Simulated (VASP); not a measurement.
All values below come from r2SCAN meta-GGA, VASP's PBE PAW potentials (set 64) (plane waves; VASP).

VASP ran on this input.

### KPOINTS
```
Automatic mesh
0
Gamma
12 12 7
0 0 0
```

INCAR:
```
SYSTEM = Mg
PREC = Accurate
ENCUT = 520
EDIFF = 1E-6
NELM = 100
ALGO = Normal
LREAL = .FALSE.
LASPH = .TRUE.
ISMEAR = 1
SIGMA = 0.1
METAGGA = R2SCAN
LMIXTAU = .TRUE.
LWAVE = .FALSE.
LCHARG = .FALSE.
IBRION = 2
ISIF = 3
NSW = 60
EDIFFG = -0.01
```

### POSCAR
```
Mg
1
    1.5926706094    -2.7585868586    -0.0000000000
    1.5926706094     2.7585868586    -0.0000000000
   -0.0000000000    -0.0000000000     5.0988457308
Mg
2
Direct
  0.3333330000   0.6666670000   0.2500000000
  0.6666670000   0.3333330000   0.7500000000
```

POTCAR, in this order: Mg (PBE.64 set). Program: vasp_std.

Output

**OSZICAR**
```
       N       E                     dE             d eps       ncg     rms          rms(c)
DAV:   1    -0.520625893930E+01   -0.52063E+01   -0.13709E+03   912   0.500E+02
DAV:   2    -0.831108238233E+01   -0.31048E+01   -0.29092E+01  1182   0.310E+01
DAV:   3    -0.833493488989E+01   -0.23853E-01   -0.23740E-01  1326   0.370E+00
DAV:   4    -0.833500958034E+01   -0.74690E-04   -0.74688E-04  1242   0.166E-01
DAV:   5    -0.833501013117E+01   -0.55083E-06   -0.55086E-06  1320   0.108E-02    0.967E-01
DAV:   6    -0.827893080456E+01    0.56079E-01   -0.92645E-02  1068   0.190E+00    0.700E-01
DAV:   7    -0.829794353897E+01   -0.19013E-01   -0.43959E-02  1032   0.224E+00    0.135E-01
DAV:   8    -0.829984404703E+01   -0.19005E-02   -0.10449E-02   990   0.954E-01    0.284E-02
DAV:   9    -0.829956073018E+01    0.28332E-03   -0.16279E-03  1008   0.416E-01    0.230E-02
DAV:  10    -0.829986165205E+01   -0.30092E-03   -0.70432E-04  1056   0.277E-01    0.811E-03
DAV:  11    -0.829993425024E+01   -0.72598E-04   -0.18005E-05  1176   0.540E-02    0.155E-03
DAV:  12    -0.829991965688E+01    0.14593E-04   -0.19376E-06  1104   0.114E-02    0.103E-03
DAV:  13    -0.829992875651E+01   -0.90996E-05   -0.13571E-06  1050   0.150E-02    0.350E-04
DAV:  14    -0.829992526058E+01    0.34959E-05   -0.32133E-07   630   0.531E-03    0.595E-05
DAV:  15    -0.829992535282E+01   -0.92244E-07   -0.77004E-09   606   0.865E-04
   1 F= -.82999254E+01 E0= -.82998076E+01  d E =-.829993E+01
```

File OUTCAR:
```
------------------------ aborting loop because EDIFF is reached ----------------------------------------
  FORCE on cell =-STRESS in cart. coord.  units (eV):
  Direction    XX          YY          ZZ          XY          YZ          ZX
  --------------------------------------------------------------------------------------
  Total       -0.0030066     -0.0030066     -0.0139018      0.0000000      0.0000000     -0.0000000
  in kB       -0.1075161     -0.1075162     -0.4971283      0.0000000      0.0000000     -0.0000000
  external PRESSURE =      -0.2373869 kB  Pullay stress =       0.0000000 kB
  volume of cell :       44.80
      direct lattice vectors                 reciprocal lattice vectors
     1.592670609 -2.758586859  0.000000000     0.313938109 -0.181252223  0.000000000
     1.592670609  2.758586859  0.000000000     0.313938109  0.181252223  0.000000000
     0.000000000  0.000000000  5.098845731     0.000000000  0.000000000  0.196122819
 POSITION                                       TOTAL-FORCE (eV/Angst)
 -----------------------------------------------------------------------------------
      1.59267      0.91953      1.27471         0.000000      0.000000      0.000000
      1.59267     -0.91953      3.82413        -0.000000     -0.000000      0.000000
 -----------------------------------------------------------------------------------
    total drift:                               -0.000000     -0.000006      0.000001
  FREE ENERGIE OF THE ION-ELECTRON SYSTEM (eV)
  ---------------------------------------------------
  free  energy   TOTEN  =        -8.2999253528 eV

  energy  without entropy=       -8.2995721512  energy(sigma->0) =       -8.29980762

 reached required accuracy - stopping structural energy minimisation
```
(Selected blocks of OUTCAR.)

The compound is Mg in the hcp structure. It was relaxed first. The start is the result of an earlier pass.
